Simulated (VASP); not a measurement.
# Pb: Pb into a neighbouring Pb vacancy

How hard is this move in Pb: Pb into a neighbouring Pb vacancy? Both ends are relaxed first, then a band of images between them.

Method: PBEsol; plane waves and PAW (Pb), in VASP 6.6.1.

## (1) The host crystal

It takes space group Fm-3m (No. 225, cubic). The conventional cell has a = 4.950 Å, b = 4.950 Å, c = 4.950 Å, α = 90.00°, β = 90.00°, γ = 90.00°. Nearest to Pb lie 12 Pb at 3.50 Å.

## (2) Relax the host

The later steps need the crystal at this functional's own lattice; a raised cutoff keeps the stress reliable while the cell changes.

INCAR

```
SYSTEM = Pb
PREC = Accurate
ENCUT = 350
EDIFF = 1E-06
NELM = 120
ISMEAR = 1
SIGMA = 0.15
LREAL = .FALSE.
ALGO = Normal
GGA = PS
NBANDS = 8
LORBIT = 11
LWAVE = .FALSE.
LCHARG = .FALSE.
KPAR = 6
LASPH = .TRUE.
IBRION = 2
NSW = 40
ISIF = 3
EDIFFG = -0.02
POTIM = 0.4
```

POSCAR

```
Pb
1.0
    0.0000000000      2.4750000000      2.4750000000
    2.4750000000      0.0000000000      2.4750000000
    2.4750000000      2.4750000000      0.0000000000
Pb
1
Direct
    0.0000000000      0.0000000000      0.0000000000
```

KPOINTS

```
Automatic mesh
0
Gamma
11 11 11
0 0 0
```

PAW data sets: Pb (PBE family, release 64).

Started as:

```sh
$ mpirun -np 6 vasp_std
```

The log of the run:

```text
[banner, memory and clock lines left out]
running    6 mpi-ranks, on    1 nodes
 distrk:  each k-point on    1 cores,    6 groups
 distr:  one band on    1 cores,    1 groups

 POSCAR found type information on POSCAR Pb
 POSCAR found :  1 types and       1 ions
|                                                                             |
|           W    W    AA    RRRRR   N    N  II  N    N   GGGG   !!!           |
|           W    W   A  A   R    R  NN   N  II  NN   N  G    G  !!!           |
|           W    W  A    A  R    R  N N  N  II  N N  N  G       !!!           |
|           W WW W  AAAAAA  RRRRR   N  N N  II  N  N N  G  GGG   !            |
|           WW  WW  A    A  R   R   N   NN  II  N   NN  G    G                |
|           W    W  A    A  R    R  N    N  II  N    N   GGGG   !!!           |
|                                                                             |
|     For optimal performance we recommend to set                             |
|       NCORE = 2 up to number-of-cores-per-socket                            |
|     NCORE specifies how many cores store one orbital (NPAR=cpu/NCORE).      |
|     This setting can greatly improve the performance of VASP for DFT.       |
|     The default, NCORE=1 might be grossly inefficient on modern             |
|     multi-core architectures or massively parallel machines. Do your        |
|     Unfortunately you need to use the default for GW and RPA                |
|     calculations (for HF NCORE is supported but not extensively tested      |
|     yet).                                                                   |
|                                                                             |

|                                                                             |
|               ----> ADVICE to this user running VASP <----                  |
|                                                                             |
|     You enforced a specific xc type in the INCAR file but a different       |
|     [... a line on the potential file left out ...]
|     I HOPE YOU KNOW WHAT YOU ARE DOING!                                     |
|                                                                             |

 LDA part: xc-table for (Slater+PW92), standard interpolation
 POSCAR, INCAR and KPOINTS ok, starting setup
 FFT: planning ... GRIDC
 FFT: planning ... GRID_SOFT
 FFT: planning ... GRID
 WAVECAR not read
 entering main loop
       N       E                     dE             d eps       ncg     rms          rms(c)
DAV:   1    -0.215371160054E+00   -0.21537E+00   -0.11230E+03   896   0.264E+02
DAV:   2    -0.398629003562E+01   -0.37709E+01   -0.35965E+01  1288   0.276E+01
DAV:   3    -0.401997609285E+01   -0.33686E-01   -0.33644E-01  1032   0.285E+00
DAV:   4    -0.402003003222E+01   -0.53939E-04   -0.53939E-04  1544   0.136E-01
DAV:   5    -0.402003004715E+01   -0.14931E-07   -0.14558E-07  1096   0.132E-03    0.485E+00
DAV:   6    -0.401223960033E+01    0.77904E-02   -0.20557E-03  1208   0.157E-01    0.297E+00
DAV:   7    -0.400766545098E+01    0.45741E-02   -0.57010E-03  1064   0.264E-01    0.220E-01
DAV:   8    -0.400772288638E+01   -0.57435E-04   -0.63822E-05  1424   0.437E-02    0.338E-02
DAV:   9    -0.400772286076E+01    0.25625E-07   -0.18532E-06  1152   0.581E-03
   1 F= -.40077229E+01 E0= -.40078578E+01  d E =-.400772E+01
 curvature:   0.00 expect dE= 0.000E+00 dE for cont linesearch  0.000E+00
 trial: gam= 0.00000 g(F)=  0.000E+00 g(S)=  0.246E-02 ort = 0.000E+00 (trialstep = 0.100E+01)
 search vector abs. value=  0.246E-02
 bond charge predicted
       N       E                     dE             d eps       ncg     rms          rms(c)
DAV:   1    -0.401001821905E+01   -0.22953E-02   -0.37752E-02  1136   0.683E-01    0.247E-01
DAV:   2    -0.400932405906E+01    0.69416E-03   -0.75008E-04  1080   0.150E-01    0.123E-01
DAV:   3    -0.400895963500E+01    0.36442E-03   -0.89953E-04  1072   0.102E-01    0.976E-02
DAV:   4    -0.400896021817E+01   -0.58317E-06   -0.84624E-06  1328   0.176E-02
   2 F= -.40089602E+01 E0= -.40089226E+01  d E =-.123736E-02
 trial-energy change:   -0.001237  1 .order   -0.001239   -0.002457   -0.000022
 step:   1.0089(harm=  1.0089)  dis= 0.00000  next Energy=    -4.008962 (dE=-0.124E-02)
 reached required accuracy - stopping structural energy minimisation
```

Wall time 3.6 s (6 MPI ranks of Intel Xeon Platinum 8559C (Emerald Rapids), shared host); peak memory 0.81 GiB; 17 s of CPU time.

The logs omit lines about the potential files and the build; timing stands in the text.

Parts of OUTCAR (step 2):

```text
ion  position               nearest neighbor table
   1  0.000  0.000  0.000-

  LATTYP: Found a face centered cubic cell.
 ALAT       =     4.9500000000

 Subroutine GETGRP returns: Found 48 space group operations
 (whereof 48 operations were pure point group operations)

The static configuration has the point symmetry O_h .

 Found     56 irreducible k-points:

   k-points           NKPTS =     56   k-points in BZ     NKDIM =     56   number of bands    NBANDS=      8

   dimension x,y,z NGX =    24 NGY =   24 NGZ =   24
   dimension x,y,z NGXF=    48 NGYF=   48 NGZF=   48

   ENCUT  =  350.0 eV  25.72 Ry    5.07 a.u.   5.34  5.34  5.34*2*pi/ulx,y,z

   NELECT =       4.0000    total number of electrons

 k-points in reciprocal lattice and weights: Automatic mesh
   0.00000000  0.00000000  0.00000000       0.001
   0.09090909  0.00000000  0.00000000       0.006
   0.18181818  0.00000000  0.00000000       0.006
   0.27272727  0.00000000  0.00000000       0.006
   0.36363636  0.00000000  0.00000000       0.006
   0.45454545  0.00000000  0.00000000       0.006
   0.09090909  0.09090909  0.00000000       0.005
   0.18181818  0.09090909  0.00000000       0.018
   0.27272727  0.09090909  0.00000000       0.018
[...]
-0.36363636  0.45454545  0.18181818       0.018
  -0.27272727  0.45454545  0.18181818       0.018

 average (electrostatic) potential at core
       1 -42.3880

 E-fermi :   5.0700

 k-point     1 :       0.0000    0.0000    0.0000
  band No.  band energies     occupation
      1      -6.9115      2.00000
      2      12.5311      0.00000
      3      12.5311      0.00000
      4      12.5311      0.00000
      5      14.7574      0.00000
      6      16.4286      0.00000
    ...

 k-point     2 :       0.0909    0.0000    0.0000
  band No.  band energies     occupation
      1      -6.7494      2.00000
      2      10.7302      0.00000
      3      12.3244      0.00000
      4      12.3244      0.00000
      5      14.3961      0.00000
      6      17.0541      0.00000
    ...

 k-point     3 :       0.1818    0.0000    0.0000
  band No.  band energies     occupation
      1      -6.2655      2.00000
      2       7.8462     -0.00000
      3      11.8527      0.00000
      4      11.8527      0.00000
      5      14.0520      0.00000
      6      17.4333      0.00000
    ...

  Total       -0.0012856     -0.0012856     -0.0012856      0.0000000     -0.0000000      0.0000000
  in kB       -0.0690866     -0.0690866     -0.0690866      0.0000000     -0.0000000      0.0000000
  external PRESSURE =      -0.0690866 kB  Pullay stress =       0.0000000 kB

  energy-cutoff  :      350.00
  volume of cell :       29.81
      direct lattice vectors                 reciprocal lattice vectors
     0.000000000  2.461084742  2.461084742    -0.203162448  0.203162448  0.203162448
     2.461084742  0.000000000  2.461084742     0.203162448 -0.203162448  0.203162448
     2.461084742  2.461084742  0.000000000     0.203162448  0.203162448 -0.203162448

 POSITION                                       TOTAL-FORCE (eV/Angst)
 -----------------------------------------------------------------------------------
      0.00000      0.00000      0.00000        -0.000000      0.000000      0.000000
 -----------------------------------------------------------------------------------
    total drift:                                0.000000     -0.000000     -0.000000

  FREE ENERGIE OF THE ION-ELECTRON SYSTEM (eV)
  ---------------------------------------------------
  free  energy   TOTEN  =        -4.0089602182 eV

  energy  without entropy=       -4.0088473758  energy(sigma->0) =       -4.00892260

 reached required accuracy - stopping structural energy minimisation

 total charge
# of ion       s       p       d       tot
------------------------------------------
    1        1.735   1.346   0.077   3.158

[... 3 further parts left out ...]
```

CONTCAR:

```
Pb
   1.00000000000000
     0.0000000000000000    2.4610847415521504    2.4610847415521504
     2.4610847415521504    0.0000000000000000    2.4610847415521504
     2.4610847415521504    2.4610847415521504    0.0000000000000000
  Pb
     1
Direct
     0.0000000000000000    0.0000000000000000    0.0000000000000000
```

The k-mesh is coarse for a metal. The PAW data sets were made with PBE, which is usual practice but a small mismatch for other functionals. The data set Pb keeps the semicore shell frozen, which is cheaper and a little less accurate. The run keeps the 48 symmetry operations of its start, so it cannot find a distortion of lower symmetry.

Step by step:

```
step  energy less that of the first step (eV)  largest force (eV/Å)  pressure (GPa)  volume (Å³)
   1                                   0.0000                0.0000           -0.77        30.32
   2                                  -0.0012                0.0000           -0.01        29.81
```

```
conventional cell, symmetrised  before  after  change
                         a (Å)   4.950  4.922  -0.6 %
                         b (Å)   4.950  4.922  -0.6 %
                         c (Å)   4.950  4.922  -0.6 %
              volume (Å³/atom)   30.32  29.81  -1.7 %
```

The relaxed structure:

```xyz
1
Lattice="0.0000 2.4611 2.4611 2.4611 0.0000 2.4611 2.4611 2.4611 0.0000" Properties=species:S:1:pos:R:3 pbc="T T T"
Pb    0.0000    0.0000    0.0000
```

Numbers from this step:

```
electronic cycles   : 13
electrons           : 4
free energy (TOTEN) : -4.009 eV
Fermi energy        : 5.07 eV
metallic            : yes
```

The run ended after 2 ionic steps, 0.001 eV below its first step, once forces and stress met EDIFFG = -0.02.

(Part 1 of 4 ends here.)

[Lines on the potential files, build, host, timing and source positions are cut from VASP's logs without a mark.]

[Logs are printed without paths, hosts, clocks, repeated set-up lines and the standing remarks that a program may print on its own settings, such as how far it seeks lower states.]

[Hosts, paths, dates, database ids (printed as entryN), source tags and the programs' standing remarks are cut or masked in the printed files.]

[Runs that stopped without an error message from VASP are left out.]
